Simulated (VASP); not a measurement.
MgO:

```xyz
2
Lattice="0.0000 2.1085 2.1085 2.1085 0.0000 2.1085 2.1085 2.1085 0.0000" Properties=species:S:1:pos:R:3 pbc="T T T"
Mg    0.0000    0.0000    0.0000
O     2.1085    2.1085    2.1085
```

```yaml
Program: VASP 6.6.1
Task: relaxation of cell and atoms
Functional: PBE
Potentials_or_basis: VASP PAW PBE potentials, release 64 (Mg, O)
Cutoff: 520 eV
k_mesh: 12 × 12 × 12
Occupations: gaussian, width 0.02 eV
Spin: no spin polarisation
```

At the start: pressure 3.4 GPa; volume 9.37 Å³/atom.

**Question.** How do energy, volume and symmetry change on relaxing?

**Answer.** Over 3 steps the energy falls by 2.1 meV/atom and the volume is 9.57 Å³/atom (+2.1 %); space group Fm-3m (No. 225, to 0.05 Å).

The path:
```csv
step,energy change (eV),largest force (eV/Å),pressure (GPa),volume (Å³)
1,0.0000,0.0000,3.38,18.75
2,-0.0037,0.0000,-1.11,19.29
3,-0.0041,0.0000,0.01,19.15
```

Final structure:
```
Mg O
1.0
     0.00000    2.12339    2.12339
     2.12339    0.00000    2.12339
     2.12339    2.12339    0.00000
Mg O
1 1
Direct
  0.00000 0.00000 0.00000
  0.50000 0.50000 0.50000
```
